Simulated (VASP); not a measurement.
Given:

```
SrO
1.0
    0.00000     2.39960     2.39960
    2.39960     0.00000     2.39960
    2.39960     2.39960     0.00000
Sr O
1 1
Direct
  0.00000   0.00000   0.00000
  0.50000   0.50000   0.50000
```

Level of theory: PBEsol GGA, VASP's PBE PAW potentials (set 64) (plane waves; VASP 6.6.1). Run with 620 eV cut-off, 9×9×9 Γ-centred mesh, Gaussian smearing of 0.050 eV, potentials Sr_sv O.

### Question
What does the run give for the energy per atom (σ→0), pressure?

### Answer

- energy per atom (σ→0) = -6.077 eV/atom
- pressure = 29.99 GPa

The structure was generated: SrO was put into the rock salt type (Fm-3m), which need not be its known phase. It was relaxed first under an external pressure of 30 GPa.
